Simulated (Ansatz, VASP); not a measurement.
This is a calculation of CsLi2 for Ansatz 0.2.0.

input.yaml

```yaml
crystal:
  lattice:
    - [3.96633, 0.0, 0.0]
    - [-1.98317, 3.43495, 0.0]
    - [0.0, 0.0, 10.02838]
  atoms:
    - { symbol: Cs, position: [0.0, 0.0, 0.0] }
    - { symbol: Li, position: [0.33333, 0.66667, 0.34863] }
    - { symbol: Li, position: [0.33333, 0.66667, 0.65137] }
hamiltonian:
  xc: revpbe
  pseudopotentials: { kind: paw }
kpoints:
  mp_grid: { grid: [8, 8, 3] }
scf:
  occupations: { method: fermi_dirac, width: 0.05 }
output:
  forces: true
  stress: true
  eigenvalues: true
relax:
  f_tol: 0.01
  max_steps: 40
  cell: { stress_tol: 0.05 }
```

Potentials or basis: Ansatz PAW.

Launch:

```bash
$ ansatz run input.yaml --threads 2 --pin off --max-ram 5632MiB --backend cpu --events-out ev --progress --plain --runs-dir out
```

Task: Translate it to VASP 6.6.1. Potentials there: VASP PAW PBE potentials, release 64 (Cs_sv, Li_sv).

Result: As run (the cutoff follows the program's own potentials):

INCAR

```
PREC = Accurate ; ENCUT = 600
EDIFF = 1E-7 ; ISMEAR = -1
SIGMA = 0.05 ; LREAL = False
LASPH = True ; NELM = 80
ALGO = Normal ; ISIF = 3
LWAVE = False ; LCHARG = False
GGA = RE ; IBRION = 2
NSW = 40 ; EDIFFG = -0.01
```

KPOINTS

```
regular mesh
0
Gamma
  8 8 3
```

File POSCAR:

```
CsLi2
1.0
    3.9663300000      0.0000000000      0.0000000000
   -1.9831700000      3.4349500000      0.0000000000
    0.0000000000      0.0000000000     10.0283800000
Cs Li
1 2
Direct
    0.0000000000      0.0000000000      0.0000000000
    0.3333300000      0.6666700000      0.3486300000
    0.3333300000      0.6666700000      0.6513700000
```

Potentials or basis: VASP PAW PBE potentials, release 64 (Cs_sv, Li_sv).

Command:

```bash
$ cat potpaw_PBE.64/Cs_sv/POTCAR potpaw_PBE.64/Li_sv/POTCAR > POTCAR
$ mpirun -np 1 vasp_std > vasp.out
```

Both were run:

|  | VASP | Ansatz | Ansatz less VASP |
| --- | --- | --- | --- |
| gap on the k mesh at the Fermi level, each at its own relaxed structure (eV) | none | none | - |
| relaxed volume (Å³/atom) | 49.67 | 49.80 | +0.131 |
| relaxed cell length with the largest relative difference (Å) | 4.119 | 4.126 | +0.0070 |
| energy change over the relaxation (meV/atom) | -4 | -5 | -0.7 |

A gap of «none» marks a metal or a gap that the smearing closes.

Caveats: the cutoff is under 1.25 times the usual one of these potentials, so pressure, stress and relaxed cells hold a basis-set (Pulay) error (VASP); the PAW data sets were made with another functional, which shifts forces and pressure a little (VASP); the plane-wave basis is chosen anew once the cell has moved, so the energies of steps on either side of that aren't comparable (Ansatz); the PAW data sets come from PBE, with cores solved anew for the run's functional, which leaves a small shift of forces and pressure (Ansatz). Spin-orbit coupling is left out, which matters for the levels of Cs.
